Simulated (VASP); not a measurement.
## Sn2GeO3: relaxation of cell and atoms with PBE

Crystal: Sn2GeO3.

```
CELL_PARAMETERS angstrom
3.86024 0.02039 0.01028
0.02039 3.82162 -0.06430
0.03995 -0.24982 14.80440
ATOMIC_POSITIONS crystal
Sn 0.47638 0.92323 0.74308
Sn 0.97647 0.47337 0.90254
Sn 0.57165 0.00591 0.08525
Sn 0.06641 0.45222 0.28533
Ge 0.02532 0.43757 0.59412
Ge 0.51542 0.00638 0.39710
O 0.52585 0.53223 0.65049
O 0.05089 0.05669 0.66338
O 0.47371 0.47702 0.01189
O 0.96724 0.00749 0.00953
O 0.07296 0.95528 0.33076
O 0.49338 0.51343 0.35176
```

The cell was built by a generator and needn't be a form met in nature.

| Property | Result |
| --- | --- |
| Program | VASP 6.6.1 |
| Task | relaxation of cell and atoms |
| Functional | PBE |
| Potentials or basis | VASP PAW PBE potentials, release 64 (Sn_d, Ge_d, O) |
| Cutoff | 520 eV |
| k mesh | 6 × 6 × 2 |
| Occupations | gaussian, width 0.15 eV |
| Spin | no spin polarisation |
| Further INCAR settings | PREC = Normal; LREAL = Auto; ALGO = Fast; EDIFF = 1e-05; ISYM = 0; IBRION = 2; EDIFFG = -0.03; NSW = 110; ISIF = 3 |

| Quantity | Value |
| --- | --- |
| Relaxed volume | 17.98 Å³/atom |
| Relaxed cell | a = 3.526 Å, b = 4.140 Å, c = 14.787 Å, α = 91.74°, β = 89.98°, γ = 89.95° |
| Space group after relaxing (to 0.05 Å) | P2_1/m (No. 11) |
| Energy gained by relaxing | 336.6 meV/atom |
| Ionic steps | 61 |
| Pressure after relaxing | 0.0 GPa |
| Largest force after relaxing | 0.021 eV/Å |
| Band gap on the k mesh | 0.78 eV, indirect (least direct gap 1.23 eV) |

Forces in eV/Å, atoms in the order of the input:
```
Sn  -0.009  0.000 -0.013
Sn  -0.003  0.002  0.005
Sn   0.003 -0.002 -0.017
Sn   0.001  0.012  0.009
Ge   0.002 -0.018  0.009
Ge  -0.005  0.009 -0.009
O    0.008 -0.011 -0.011
O   -0.002 -0.018  0.010
O   -0.004  0.003  0.008
O    0.004  0.002  0.003
O    0.005  0.013  0.007
O    0.000  0.009 -0.003
```

Step by step:
```csv
step,energy change (eV),largest force (eV/Å),pressure (GPa),volume (Å³)
1,0.0000,6.9536,7.14,218.33
3,-2.4072,3.2052,-5.86,235.90
5,-3.4670,1.3096,0.20,218.34
7,-3.7742,0.9243,0.58,214.49
9,-3.8645,0.4121,-1.23,216.28
11,-3.9066,0.3890,0.35,212.64
13,-3.9444,0.2664,0.10,213.13
15,-3.9575,0.2204,-0.28,213.84
17,-3.9686,0.1498,0.30,212.69
19,-3.9731,0.1338,-0.31,213.41
21,-3.9779,0.1166,0.13,212.38
23,-3.9837,0.1219,0.24,212.46
25,-3.9891,0.1344,-0.29,213.70
27,-3.9939,0.1547,0.18,213.30
29,-4.0006,0.1532,0.12,213.89
31,-4.0089,0.1085,-0.04,214.60
33,-4.0144,0.1586,-0.20,215.00
35,-4.0201,0.1308,0.42,214.09
37,-4.0264,0.1593,0.03,214.84
39,-4.0261,0.1905,-0.16,215.16
41,-4.0293,0.1366,-0.05,214.86
43,-4.0313,0.1114,0.07,214.61
45,-4.0345,0.0691,-0.01,214.87
47,-4.0347,0.0946,-0.08,214.94
49,-4.0360,0.0624,0.15,214.74
51,-4.0370,0.0673,-0.13,215.52
53,-4.0377,0.0513,-0.13,215.66
55,-4.0379,0.0683,-0.03,215.87
57,-4.0380,0.0623,0.00,215.82
59,-4.0384,0.0355,0.00,215.69
61,-4.0388,0.0210,-0.05,215.72
```

Final structure:
```
Sn Ge O
1.0
     3.52577    0.00126    0.00032
     0.00190    4.13926   -0.05873
     0.00334   -0.23823   14.78465
Sn Ge O
4 2 6
Direct
  0.51761 0.97277 0.73550
  0.01918 0.47646 0.92347
  0.51800 0.99400 0.08155
  0.01833 0.50083 0.26831
  0.01608 0.41695 0.58833
  0.51974 0.05942 0.41557
  0.51698 0.48993 0.66299
  0.01746 0.01118 0.64946
  0.51865 0.48529 0.01287
  0.01832 0.98339 0.99203
  0.01738 0.98573 0.34087
  0.51795 0.46489 0.35428
```

Levels at points of the mesh, in eV from the valence-band top:
| k point | band 57 | band 58 | band 59 | band 60 | band 61 | band 62 | band 63 | band 64 |
| --- | --- | --- | --- | --- | --- | --- | --- | --- |
| (0.00, 0.00, 0.00) | -2.36 | -1.19 | -0.81 | -0.17 | 1.05 | 2.20 | 2.45 | 2.83 |
| (0.50, 0.00, 0.00) | -1.50 | -1.49 | -1.48 | -1.47 | 2.43 | 2.44 | 2.55 | 2.56 |
| (0.00, 0.50, 0.00) | -1.84 | -1.83 | -1.74 | -1.07 | 2.45 | 2.62 | 2.72 | 2.89 |
| (0.50, 0.50, 0.00) | -1.80 | -1.80 | -1.54 | -1.54 | 0.78 | 0.78 | 1.81 | 1.82 |
| (0.00, 0.00, 0.50) | -2.22 | -1.68 | -0.57 | -0.14 | 1.08 | 2.24 | 2.35 | 2.74 |
| (0.50, 0.00, 0.50) | -1.76 | -1.75 | -1.37 | -1.36 | 2.42 | 2.44 | 2.55 | 2.56 |
| (0.00, 0.50, 0.50) | -2.18 | -1.85 | -1.56 | -1.04 | 2.36 | 2.46 | 2.98 | 3.12 |
| (0.50, 0.50, 0.50) | -1.73 | -1.73 | -1.63 | -1.62 | 0.91 | 0.91 | 1.40 | 1.40 |

It took 73 min on 4 MPI ranks on Intel(R) Xeon(R) Platinum 8488C (Sapphire Rapids), on a shared host, peak memory 0.49 GiB a rank.

Caveat: spin-orbit coupling is left out, which moves the levels of the heavy elements. Expect the measured gap to be larger: semilocal functionals such as PBE lack the derivative discontinuity.
